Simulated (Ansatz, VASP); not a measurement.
# Cross-check of Sc between VASP and Ansatz

One calculation is typed for both programs; each brings its own data sets. How far apart do they land? The structure shown is the end of the Ansatz relaxation below.

Method: plane waves, with VASP 6.6.1 beside it; single point at PBEsol, in Ansatz 0.2.0.

## 1. Starting point

It takes space group P6_3/mmc (No. 194, hexagonal). Conventional cell: a = 3.258 Å, b = 3.258 Å, c = 5.233 Å, α = 90.00°, β = 90.00°, γ = 120.00°. Sc has 12 Sc at 3.22 to 3.26 Å nearest.

## 2. Ansatz: relaxation, PBEsol

Ansatz runs on its PAW soft_1 files.

This run makes the geometry at which the two programs are then compared.

File input.yaml:

```yaml
crystal:
  lattice:
    - [3.2645853637, 0.0, 0.0]
    - [-1.6322926818, 2.8272138578, 0.0]
    - [0.0, 0.0, 5.2327618936]
  atoms:
    - { symbol: Sc, position: [0.3333334179, 0.6666665821, 0.25] }
    - { symbol: Sc, position: [0.6666665821, 0.3333334179, 0.75] }
kpoints:
  mp_grid: { grid: [15, 15, 8] }
hamiltonian:
  xc: pbesol
  pseudopotentials: { kind: paw, azcp: { folder: soft_1 }, xc_functional: pbe }
scf:
  occupations: { method: methfessel_paxton, width: 0.2 }
output:
  forces: true
  stress: true
  eigenvalues: true
relax:
  adjacent_minimum: "off"
  f_tol: 0.001
  max_steps: 60
  cell: { stress_tol: 0.01, fix: [c, angles] }
```

Launch:

```
> ansatz run input.yaml --threads 4 --pin off --max-ram 10240MiB --backend cpu --events-out ev --progress --plain --runs-dir out
```

Numbers of over 12 decimals in the logs are rounded to 6 here.

The program printed:

```text
Warning: crystal.symmetry: narrowed to the stabiliser of the fixed cell quantities (relax.cell.fix) — unitary ops 24 → 8. The narrowing is safe, since a smaller group never makes results wrong: the run goes on under it, on as many k-points as the starting group would need, or more. Excluded: 16 operations that would move a fixed cell quantity at a test strain (relax.cell.fix fixes c, alpha, beta, gamma). The cell can leave their symmetry as it relaxes.
Engine: ansatz 0.2.0, x86_64-unknown-linux-gnu
Pseudopotentials: kind: paw
Pseudopotential: Sc, paw, valence charge 11, recommended cutoff 420 eV (normal), soft_1/Sc.paw.azcp
Functional definition: PBEsol
  exchange = pbesol_x
  correlation = pbesol_c
Crystal: 2 atoms, lattice volume = 48.297 Å³
Basis set: ecut = 420 eV, 965 PW (Γ), exchange–correlation on 48×48×72 points (8 copies of the dense FFT grid, shifted against one another)
Bands: 15, of which v1, the nominal top of the filled ones, is band 11 counted from 1 (10 counted from 0)
Symmetry: 8 space group operations
k-points: 320 of 1800
Non-local potential: Sc, projectors of the file, l = 0: 3, l = 1: 2, l = 2: 3, l = 3: 1
PAW form: soft (Blöchl's): semilocal exchange-correlation on the pseudo side does not see the compensation charge
PAW frozen core: Sc, regenerated for the run's functional, and the local potential with it (the file was generated under x = pbe(κ = 0.804, μ = 0.219515), c = pbe(β = 0.066725))
PAW one-centre angular grid: Sc, 590 points (default); XC on 64 Gauss nodes
Initial density: superposition of atomic densities (chi_scale 0.1, normalization cell)
Initial wavefunctions: pseudopotential atomic-orbital guess
Functional: x = pbesol(κ = 0.804, μ = 0.123457), c = pbesol(β = 0.046)
SCF iter   1: F=—  HF=-4222.880680 eV  |F-HF|=—  |Δ(HF+E_count)|=         —  Δρ=2.59e-2  dr2=4.22e-1  ethr=3.10e-3  ⟨swp⟩=3.1  Hψ=17501  notcnv=0
preconditioner: auto → none  [metal: Δε(μ)=0.017 eV  Ē_g=2.702 eV  σ=0.200 eV  W_gap=0.07  n_scr=8 (ndim 8)  ℏωp=13.1 eV  f_vac=0.000  D(μ)=4.30/eV (n_scr^D=42)  sad-step TF]
SCF iter   2: F=—  HF=-4222.780844 eV  |F-HF|=—  |Δ(HF+E_count)|=   9.98e-2  S|Δr|=    0.00e0  Δρ=1.49e-2  dr2=1.51e-1  ethr=1.92e-3  ⟨swp⟩=2.0  Hψ=8384  notcnv=0
SCF iter   3: F=—  HF=-4222.730816 eV  |F-HF|=—  |Δ(HF+E_count)|=   5.00e-2  S|Δr|=    0.00e0  Δρ=1.07e-3  dr2=3.15e-4  ethr=6.86e-4  ⟨swp⟩=3.0  Hψ=9087  notcnv=0
SCF iter   4: F=—  HF=-4222.731120 eV  |F-HF|=—  |Δ(HF+E_count)|=   3.04e-4  S|Δr|=    0.00e0  Δρ=6.70e-5  dr2=1.01e-6  ethr=1.43e-6  ⟨swp⟩=2.4  Hψ=8470  notcnv=0
SCF iter   5: F=—  HF=-4222.731100 eV  |F-HF|=—  |Δ(HF+E_count)|=   1.95e-5  S|Δr|=    0.00e0  Δρ=2.11e-5  dr2=2.00e-7  ethr=4.55e-10  ⟨swp⟩=6.0  Hψ=21222  notcnv=0
SCF iter   6: F=-4222.731100 eV  HF=-4222.731100 eV  |F-HF|=1.82e-9  |Δ(HF+E_count)|=   7.14e-8  S|Δr|=    0.00e0  Δρ=2.84e-6  dr2=2.59e-9  ethr=4.55e-10  ⟨swp⟩=4.7  Hψ=18861  notcnv=0
SCF 1 converged in 6 iterations: F = -4222.731100 eV  dr2 = 2.59e-9
  greatest PAW one-centre occupation: 0.998 electrons in one spin orbital (limit 2), on the Sc atom at site 1 (counted from 0), in its partial waves of l = 0
relax step   1: F+E_penalty+E_count = -4222.73110039 eV  Δ(F+E_penalty+E_count) = +0.000e0 eV  max|allowed force component| = 1.233e-5 eV/Å  Δτ_max = 0.0000 Å  P = -1.105 GPa  Ω = 48.297 Å³  fix = [c, alpha, beta, gamma]  reactions: c -2.747 GPa; gamma +0.000 GPa/rad  (6 SCF iters, dr2 threshold 1.00e-7 eV, accepted)
[...]
relax step   2: F+E_penalty+E_count = -4222.73126901 eV  Δ(F+E_penalty+E_count) = -1.686e-4 eV  max|allowed force component| = 1.428e-5 eV/Å  Δτ_max = 0.0000 Å  P = -0.833 GPa  Ω = 48.062 Å³  energy of the carried Pulay correction = +3.563e-6 eV  fix = [c, alpha, beta, gamma]  reactions: c -2.618 GPa; gamma +0.000 GPa/rad  (3 SCF iters, dr2 threshold 2.00e-7 eV, accepted)
[...]
relax step   3: F+E_penalty+E_count = -4222.73127573 eV  Δ(F+E_penalty+E_count) = -6.721e-6 eV  max|allowed force component| = 2.701e-6 eV/Å  Δτ_max = 0.0000 Å  P = -0.880 GPa  Ω = 48.103 Å³  energy of the carried Pulay correction = +2.950e-6 eV  fix = [c, alpha, beta, gamma]  reactions: c -2.641 GPa; gamma +0.000 GPa/rad  (2 SCF iters, dr2 threshold 8.68e-9 eV, accepted)
[...]
relax step   4: F+E_penalty+E_count = -4222.73127274 eV  Δ(F+E_penalty+E_count) = +2.991e-6 eV  max|allowed force component| = 2.763e-6 eV/Å  Δτ_max = 0.0000 Å  P = -0.880 GPa  Ω = 48.103 Å³  fix = [c, alpha, beta, gamma]  reactions: c -2.640 GPa; gamma +0.000 GPa/rad  stress off target by 3.02e-4 GPa on what of the cell is left free  SCF on the basis re-selected at this cell (its energy is not comparable with the rows above)  (4 SCF iters)
basis re-selected at this cell: Δ(F+E_penalty+E_count) = +2.991e-6 eV, ΔP = +0.000 GPa vs the last step (what re-selecting the basis moved, of the pressure what is left beyond the Pulay correction that the steps carried, after the strain that the cell walked since its last selection, with what the two solves' SCF thresholds leave and, on support functions, any second-order correction that the steps lacked; it is no m [...]
SCF converged after 4 iterations
Stability not checked: this state was not tested for a lower state beside it, because cold or Methfessel-Paxton smearing, or corrected tetrahedra, fill the levels in a way that the test cannot read (fill_not_monotonic; see scf.lower_state_search)
Free energy (F): -4222.731273 eV
Harris-Foulkes:  -4222.731273 eV  (|F-HF|=0.00e0)
Internal energy: -4222.725621 eV  (E = F + TS)
E sigma→0 (E₀):  -4222.729860 eV
Entropy (-TS):   -0.005652 eV (-2.826 meV/atom)
Fermi energy:    9.301216 eV
Step filling:    the computed levels leave a gap of 0.0000 eV = 0.0 smearing widths at the electron count; against every level under it full and every level over it empty, smearing changes F+E_penalty+E_count by -1.448 meV and its σ→0 estimate by -0.035 meV
--- Per-component energies (eV) ---
  E_band       = -333.365429
  E_kinetic    = 412.737461
  E_local      = -1675.312308  (includes V_loc(G=0)·N_el)
  E_nonlocal   = 288.698795
  E_hartree    = 597.325303
  E_xc         = -168.822850
  E_vxc        = -208.363686  (∫ρ·V_xc dr)
  E_paw        = -1934.356519  (= ΣΔE_a)
  E_vpaw       = -345.776404  (= ΣTr[D̂ρ^β])
  E_aug_tail   = 0.000079  (compensation charges beyond the density's cutoff)
  E_ewald      = -1743.253632
  E_core_change = 0.258050  (= ΣΔE_core)
  E_smearing   = -0.005652  (= −TS)
  E_closure    = -0.000000  (closes the sum)
  Σ components = -4222.731273   (vs F -4222.731273, Δ=0.00e0)
--- Forces (eV/Å), atoms counted from 1 ---
  atom   1  Sc    -0.00000276     0.00000160     0.00000000
  atom   2  Sc     0.00000276    -0.00000160     0.00000000
  max |Σ_I F_I| component: 0.00e0 eV/Å
--- Stress (GPa, compression-positive) ---
       -0.000297      -0.000009       0.000000
       -0.000009      -0.000307       0.000000
        0.000000       0.000000      -2.640400
  P = ⅓ Tr σ = -0.8803 GPa (-8.803 kbar)
--- Band table (eV; the first three rows and the last of 320) ---
  k-point 0: bands = [... 7 lower, -18.3177, 4.1202, 7.5685, 9.7472, 10.9466, 10.9466, 11.0163, 11.3672]
  k-point 1: bands = [... 7 lower, -18.3346, 4.2238, 7.4118, 9.7260, 10.9059, 10.9060, 10.9474, 11.3108]
  k-point 2: bands = [... 7 lower, -18.3414, 4.5276, 6.9592, 9.7527, 10.7545, 10.8458, 10.8458, 11.1736]
  k-point 319: bands = [... 7 lower, -18.4332, 7.7653, 7.7653, 9.3445, 9.3445, 10.5937, 10.5937, 11.7942]
--- Relaxed structure (3 steps of the walk, 3 accepted, 1 SCFs on fresh bases) ---
  F+E_penalty+E_count = -4222.73127274 eV   max|allowed force component| = 2.763e-6 eV/Å   (the final SCF, on the basis selected at the relaxed cell)
  cell:  # Å, volume = 48.1025 Å³
    - [3.258015, -2.880944396247936e-11, 0.0]
    - [-1.629008, 2.821524, 0.0]
    - [0.0, 0.0, 5.2327618936]
  atoms:
    - { symbol: Sc, position: [0.333334, 0.666666, 0.250000] }
    - { symbol: Sc, position: [0.666666, 0.333334, 0.75] }
```

Reading the cycles: dr2 is the Hartree energy of the density residual (eV), the measure of convergence; HF is the Harris–Foulkes estimate of the energy, which meets the free energy F at convergence.

## 3. VASP: single point, PBEsol, pair 1

The same cell, functional, mesh and smearing now go to VASP, with its own data sets.

Lines of VASP's logs that name or quote its potential files are left out, and so is its time.

File INCAR:

```
SYSTEM = Sc
PREC = Accurate
ENCUT = 500
EDIFF = 1E-06
NELM = 120
ISMEAR = 1
SIGMA = 0.2
LREAL = .FALSE.
ALGO = Normal
GGA = PS
NBANDS = 17
LASPH = .TRUE.
LORBIT = 11
LWAVE = .FALSE.
LCHARG = .FALSE.
ISIF = 2
GGA_COMPAT = .FALSE.
KPAR = 2
```

File POSCAR:

```
Sc
1.0
    3.2580151292      0.0000000000      0.0000000000
   -1.6290075646      2.8215238678      0.0000000000
    0.0000000000      0.0000000000      5.2327618936
Sc
2
Direct
    0.3333326890      0.6666660224      0.2500000000
    0.6666660224      0.3333326890      0.7500000000
```

File KPOINTS:

```
Automatic mesh
0
Gamma
15 15 8
0 0 0
```

PAW data sets: Sc_sv (PBE family, release 64).

Launch:

```
> mpirun -np 2 vasp_std
```

The program printed:

```text
[banner, memory and clock lines left out]
running    2 mpi-ranks, on    1 nodes
 distrk:  each k-point on    1 cores,    2 groups
 distr:  one band on    1 cores,    1 groups

 POSCAR found type information on POSCAR Sc
 POSCAR found :  1 types and       2 ions
|                                                                             |
|               ----> ADVICE to this user running VASP <----                  |
|                                                                             |
|     You enforced a specific xc type in the INCAR file but a different       |
|     [... a line on the potential file left out ...]
|     I HOPE YOU KNOW WHAT YOU ARE DOING!                                     |
|                                                                             |

 LDA part: xc-table for (Slater+PW92), standard interpolation
 POSCAR, INCAR and KPOINTS ok, starting setup
 FFT: planning ... GRIDC
 FFT: planning ... GRID_SOFT
 FFT: planning ... GRID
 WAVECAR not read
 entering main loop
       N       E                     dE             d eps       ncg     rms          rms(c)
DAV:   1     0.355838056195E+03    0.35584E+03   -0.10920E+04  4598   0.134E+03
DAV:   2     0.522526818260E+01   -0.35061E+03   -0.34464E+03  5750   0.567E+02
DAV:   3    -0.144241525925E+02   -0.19649E+02   -0.18980E+02  7656   0.162E+02
DAV:   4    -0.147245997943E+02   -0.30045E+00   -0.29716E+00  6638   0.187E+01
DAV:   5    -0.147289656617E+02   -0.43659E-02   -0.43595E-02  7870   0.234E+00    0.809E+00
DAV:   6    -0.133877983802E+02    0.13412E+01   -0.30230E+00  5907   0.203E+01    0.239E+00
DAV:   7    -0.132129616249E+02    0.17484E+00   -0.75952E-01  6064   0.921E+00    0.845E-01
DAV:   8    -0.132015440168E+02    0.11418E-01   -0.31176E-02  6131   0.236E+00    0.261E-01
DAV:   9    -0.131998846046E+02    0.16594E-02   -0.86015E-03  6237   0.101E+00    0.179E-02
DAV:  10    -0.131999028304E+02   -0.18226E-04   -0.10585E-04  7453   0.149E-01    0.762E-03
DAV:  11    -0.131999000893E+02    0.27411E-05   -0.29772E-06  5319   0.186E-02    0.224E-03
DAV:  12    -0.131999015457E+02   -0.14565E-05   -0.54224E-07  4236   0.108E-02    0.822E-04
DAV:  13    -0.131999014513E+02    0.94416E-07   -0.82925E-08  3430   0.537E-03
   1 F= -.13199901E+02 E0= -.13198032E+02  d E =-.560795E-02
```

[end of part 1 of 2]

[Lines on the potential files, build, host, timing and source positions are cut from VASP's logs without a mark.]

[Logs are printed without paths, hosts, clocks, repeated set-up lines and the standing remarks that a program may print on its own settings, such as how far it seeks lower states.]

[Hosts, paths, dates, database ids (printed as entryN), source tags and the programs' standing remarks are cut or masked in the printed files.]
